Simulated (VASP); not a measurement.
OSZICAR of a VASP run on BaHfO$_{3}$ (cubic perovskite):

**OSZICAR**
```
       N       E                     dE             d eps       ncg     rms          rms(c)
DAV:   1     0.234982262338E+03    0.23498E+03   -0.21303E+04   920   0.160E+03
DAV:   2    -0.376905655922E+02   -0.27267E+03   -0.26767E+03  1179   0.350E+02
DAV:   3    -0.504100960725E+02   -0.12720E+02   -0.12699E+02  1237   0.754E+01
DAV:   4    -0.506123620873E+02   -0.20227E+00   -0.20220E+00  1289   0.885E+00
DAV:   5    -0.506166935395E+02   -0.43315E-02   -0.43311E-02  1323   0.880E-01    0.570E+01
DAV:   6    -0.436927295531E+02    0.69240E+01   -0.43256E+01  1109   0.379E+01    0.510E+01
DAV:   7    -0.435898951858E+02    0.10283E+00   -0.25235E+00  1214   0.102E+01    0.329E+01
DAV:   8    -0.435798735693E+02    0.10022E-01   -0.41923E-01  1189   0.523E+00    0.562E+00
DAV:   9    -0.435587006760E+02    0.21173E-01   -0.14057E-01  1102   0.226E+00    0.158E+00
DAV:  10    -0.435584022255E+02    0.29845E-03   -0.12863E-02  1186   0.752E-01    0.610E-01
DAV:  11    -0.435582212905E+02    0.18094E-03   -0.96317E-04  1130   0.211E-01    0.188E-01
DAV:  12    -0.435582561563E+02   -0.34866E-04   -0.10429E-04  1259   0.697E-02    0.193E-01
DAV:  13    -0.435582615566E+02   -0.54003E-05   -0.17104E-05  1148   0.281E-02    0.148E-02
DAV:  14    -0.435582616283E+02   -0.71693E-07   -0.92287E-07  1228   0.650E-03
   1 F= -.43558262E+02 E0= -.43558262E+02  d E =0.000000E+00
```

Problem. Which electronic solver shows in the log?

Solution. It is blocked Davidson (ALGO = Normal, or the opening steps of other solvers). The INCAR had ALGO = Normal.

Problem. Can the final energy be trusted as converged?

Solution. Self-consistency was reached. It stopped with EDIFF = 1E-7, NELM = 100 (PBE GGA, plane waves, VASP's PBE PAW potentials (set 64)).

The compound is BaHfO3 in the cubic perovskite structure. It was relaxed first.
